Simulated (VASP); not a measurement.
Energy against volume of LiCl (rock salt). Level of theory: AM05 GGA, VASP's PBE PAW potentials (set 64) (plane waves; VASP). Settings: 520 eV cut-off, 9×9×9 Γ-centred mesh, Gaussian smearing of 0.050 eV, potentials Li_sv Cl.

```csv
V (Å³/atom),E (eV/atom)
15.796,-3.65613
16.300,-3.66110
16.804,-3.66267
17.308,-3.66129
```

### Question
Fit these four points and predict the energy of the run at 17.812 Å³/atom.

### Answer
A cubic in V^(−2/3), the third-order Birch-Murnaghan form, passes through the four points with V0 = 16.81 Å³/atom and B0 = 31 GPa, and gives -3.6573 eV/atom there. The run gave -3.6574 eV/atom, -0.1 meV/atom from the fit; all five points give B0 = 31 GPa.

The compound is LiCl in the rock salt structure. It was relaxed first.
